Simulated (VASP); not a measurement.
Data:

```
CELL_PARAMETERS angstrom
      0.00000     4.21299     4.32883
      2.47576     0.00000     4.32883
      2.47576     4.21299     0.00000
ATOMIC_POSITIONS crystal
  Ti 0.75000 0.75000 0.75000
  Ti 0.50000 0.50000 0.50000
  Ge 0.08120 0.41880 0.08120
  Ge 0.41880 0.08120 0.41880
  Ge 0.16880 0.83120 0.16880
  Ge 0.83120 0.16880 0.83120
```

These are LDA (Ceperley-Alder, Perdew-Zunger), VASP's LDA PAW potentials (set 64) (plane waves; VASP) values and carry that method's errors. Run with 400 eV cut-off, Gaussian smearing of 0.050 eV, potentials Ti_sv Ge_d.

Q: Give the energies of bands 33 to 46 at the high-symmetry points, in eV from the Fermi level.

A: 
| band | Γ | Y | T | Z | Σ0 | C0 | L |
|---|---|---|---|---|---|---|---|
| 33 | -5.00 | -4.69 | -4.78 | -4.85 | -5.63 | -2.76 | -4.94 |
| 34 | -4.59 | -4.69 | -4.78 | -4.85 | -3.51 | -2.76 | -4.56 |
| 35 | -3.78 | -2.41 | -1.58 | -2.92 | -3.02 | -2.19 | -2.54 |
| 36 | -2.63 | -2.41 | -1.58 | -2.92 | -1.94 | -2.19 | -2.49 |
| 37 | -2.02 | -2.37 | -1.24 | -1.59 | -1.30 | -1.80 | -1.86 |
| 38 | -1.94 | -2.37 | -1.24 | -1.59 | -0.55 | -1.80 | -1.14 |
| 39 | -1.70 | -0.84 | -0.57 | -0.94 | -0.18 | -1.42 | -0.06 |
| 40 | -1.45 | -0.84 | -0.57 | -0.94 | 0.10 | -1.42 | 0.24 |
| 41 | -0.89 | 1.21 | 1.01 | 0.91 | 0.92 | 1.06 | 0.91 |
| 42 | 1.74 | 1.21 | 1.01 | 0.91 | 1.00 | 1.06 | 1.34 |
| 43 | 2.49 | 2.51 | 1.93 | 2.97 | 1.56 | 1.84 | 1.65 |
| 44 | 2.60 | 2.51 | 1.93 | 2.97 | 2.27 | 1.84 | 2.01 |
| 45 | 3.00 | 2.98 | 2.38 | 3.04 | 2.37 | 2.35 | 2.07 |
| 46 | 3.20 | 2.98 | 2.38 | 3.04 | 2.87 | 2.35 | 2.18 |

It has no gap at this level: it comes out as a metal or semimetal.

The structure comes from a computed database's TiGe2 entry (Fddd); how it stands against other phases isn't given here. It was relaxed first.
